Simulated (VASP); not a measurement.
All values below come from PBEsol GGA, VASP's PBE PAW potentials (set 64) (plane waves; VASP).

The input files of a VASP run:

### KPOINTS
```
Automatic mesh
0
Gamma
10 10 10
0 0 0
```

**INCAR**
```
SYSTEM = InSb
PREC = Accurate; ENCUT = 520; LREAL = .FALSE.
LASPH = .TRUE.
EDIFF = 1E-7; NELM = 100; ALGO = Normal
LMAXMIX = 4
ISMEAR = 1; SIGMA = 0.1
GGA = PS
ISIF = 2
LWAVE = .FALSE.; LCHARG = .FALSE.
```

File POSCAR:
```
InSb
1.0
  0.0000000000   3.3233673422   3.3233673422
  3.3233673422   0.0000000000   3.3233673422
  3.3233673422   3.3233673422   0.0000000000
In Sb
1 1
Cartesian
  0.0000000000   0.0000000000   0.0000000000
  1.6616836711   1.6616836711   1.6616836711
```

POTCAR, in this order: In_d Sb (PBE.64 set). Program: vasp_std.

The resulting files:

File OUTCAR:
```
 ion  position               nearest neighbor table
   1  0.000  0.000  0.000-   2 2.88   2 2.88   2 2.88   2 2.88
   2  0.250  0.250  0.250-   1 2.88   1 2.88   1 2.88   1 2.88
  LATTYP: Found a face centered cubic cell.
 ALAT       =     6.6467346844
 Subroutine PRICEL returns:
 Original cell was already a primitive cell.
 Subroutine GETGRP returns: Found 24 space group operations
The static configuration has the point symmetry T_d .
The dynamic configuration has the point symmetry T_d .
 Subroutine INISYM returns: Found 24 space group operations
 Subroutine IBZKPT returns following result:
 Found     47 irreducible k-points:

 Following reciprocal coordinates:
            Coordinates               Weight
  0.000000  0.000000  0.000000      1.000000
  0.100000  0.000000  0.000000      8.000000
  0.200000  0.000000  0.000000      8.000000
  0.300000  0.000000  0.000000      8.000000
  0.400000  0.000000  0.000000      8.000000
  0.500000  0.000000  0.000000      4.000000
  0.100000  0.100000  0.000000      6.000000
  0.200000  0.100000  0.000000     24.000000
  0.300000  0.100000  0.000000     24.000000
  0.400000  0.100000  0.000000     24.000000
  0.500000  0.100000  0.000000     24.000000
 -0.400000  0.100000  0.000000     24.000000
 -0.300000  0.100000  0.000000     24.000000
 -0.200000  0.100000  0.000000     24.000000
 -0.100000  0.100000  0.000000     12.000000
  0.200000  0.200000  0.000000      6.000000
  0.300000  0.200000  0.000000     24.000000
  0.400000  0.200000  0.000000     24.000000
  0.500000  0.200000  0.000000     24.000000
 -0.400000  0.200000  0.000000     24.000000
 -0.300000  0.200000  0.000000     24.000000
 -0.200000  0.200000  0.000000     12.000000
  0.300000  0.300000  0.000000      6.000000
  0.400000  0.300000  0.000000     24.000000
  0.500000  0.300000  0.000000     24.000000
 -0.400000  0.300000  0.000000     24.000000
 -0.300000  0.300000  0.000000     12.000000
  0.400000  0.400000  0.000000      6.000000
  0.500000  0.400000  0.000000     24.000000
 -0.400000  0.400000  0.000000     12.000000
  0.500000  0.500000  0.000000      3.000000
  0.300000  0.200000  0.100000     24.000000
  0.400000  0.200000  0.100000     48.000000
  0.500000  0.200000  0.100000     48.000000
 -0.400000  0.200000  0.100000     24.000000
  0.400000  0.300000  0.100000     24.000000
  0.500000  0.300000  0.100000     48.000000
 -0.400000  0.300000  0.100000     48.000000
 -0.300000  0.300000  0.100000     48.000000
 -0.200000  0.300000  0.100000     24.000000
   k-points           NKPTS =     47   k-points in BZ     NKDIM =     47   number of bands    NBANDS=     13
   number of dos      NEDOS =    301   number of ions     NIONS =      2
   total plane-waves  NPLWV =  46656
   dimension x,y,z NGX =    36 NGY =   36 NGZ =   36
   dimension x,y,z NGXF=    72 NGYF=   72 NGZF=   72
   ions per type =               1   1
   PREC   = accura    normal or accurate (medium, high low for compatibility)
   ISTART =      0    job   : 0-new  1-cont  2-samecut
   ICHARG =      2    charge: 1-file 2-atom 10-const
   ISPIN  =      1    spin polarized calculation?
   LNONCOLLINEAR =      F non collinear calculations
   LSORBIT =      F    spin-orbit coupling
   INIWAV =      1    electr: 0-lowe 1-rand  2-diag
   ENCUT  =  520.0 eV  38.22 Ry    6.18 a.u.   8.74  8.74  8.74*2*pi/ulx,y,z
   NELM   =    100;   NELMIN=  2; NELMDL= -5     # of ELM steps
   EDIFF  = 0.1E-06   stopping-criterion for ELM
   LREAL  =      F    real-space projection
   NLSPLINE    = F    spline interpolate recip. space projectors
   LMAXMIX     =    4 max onsite mixed and CHGCAR
...
```

**OSZICAR**
```
       N       E                     dE             d eps       ncg     rms          rms(c)
DAV:   1     0.108011318077E+03    0.10801E+03   -0.79617E+03  1222   0.135E+03
DAV:   2    -0.459630886161E+00   -0.10847E+03   -0.10599E+03  1282   0.298E+02
DAV:   3    -0.759527086110E+01   -0.71356E+01   -0.70871E+01  1587   0.847E+01
DAV:   4    -0.779277128258E+01   -0.19750E+00   -0.19742E+00  1479   0.168E+01
DAV:   5    -0.780011452661E+01   -0.73432E-02   -0.73430E-02  1719   0.261E+00    0.356E+00
DAV:   6    -0.769013049939E+01    0.10998E+00   -0.19889E-01  1680   0.783E+00    0.202E+00
DAV:   7    -0.767127447136E+01    0.18856E-01   -0.66312E-02  1592   0.296E+00    0.583E-01
DAV:   8    -0.767059815399E+01    0.67632E-03   -0.71413E-03  1647   0.113E+00    0.221E-01
DAV:   9    -0.767098390867E+01   -0.38575E-03   -0.66981E-04  1392   0.282E-01    0.650E-02
DAV:  10    -0.767099948189E+01   -0.15573E-04   -0.35628E-05  1670   0.527E-02    0.293E-02
DAV:  11    -0.767102500124E+01   -0.25519E-04   -0.43033E-05  1302   0.557E-02    0.201E-02
DAV:  12    -0.767102529728E+01   -0.29604E-06   -0.91214E-07  1407   0.880E-03    0.808E-03
DAV:  13    -0.767102555449E+01   -0.25721E-06   -0.83317E-07  1377   0.948E-03    0.403E-03
DAV:  14    -0.767102550602E+01    0.48465E-07   -0.48170E-08  1011   0.156E-03
   1 F= -.76710255E+01 E0= -.76711109E+01  d E =0.256211E-03
```

### OUTCAR
```
------------------------ aborting loop because EDIFF is reached ----------------------------------------
  FORCE on cell =-STRESS in cart. coord.  units (eV):
  Direction    XX          YY          ZZ          XY          YZ          ZX
  --------------------------------------------------------------------------------------
  Total       -0.9870391     -0.9870391     -0.9870391      0.0000000      0.0000000      0.0000000
  in kB      -21.5416967    -21.5416967    -21.5416967      0.0000000      0.0000000      0.0000000
  external PRESSURE =     -21.5416967 kB  Pullay stress =       0.0000000 kB
  volume of cell :       73.41
      direct lattice vectors                 reciprocal lattice vectors
     0.000000000  3.323367342  3.323367342    -0.150449814  0.150449814  0.150449814
     3.323367342  0.000000000  3.323367342     0.150449814 -0.150449814  0.150449814
     3.323367342  3.323367342  0.000000000     0.150449814  0.150449814 -0.150449814
  FREE ENERGIE OF THE ION-ELECTRON SYSTEM (eV)
  ---------------------------------------------------
  free  energy   TOTEN  =        -7.6710255060 eV

  energy  without entropy=       -7.6712817174  energy(sigma->0) =       -7.67111091
```
(Selected blocks of OUTCAR.)

The compound is InSb in the zinc blende structure. This cell is one point of a volume scan, at 1.06 of the reference volume.
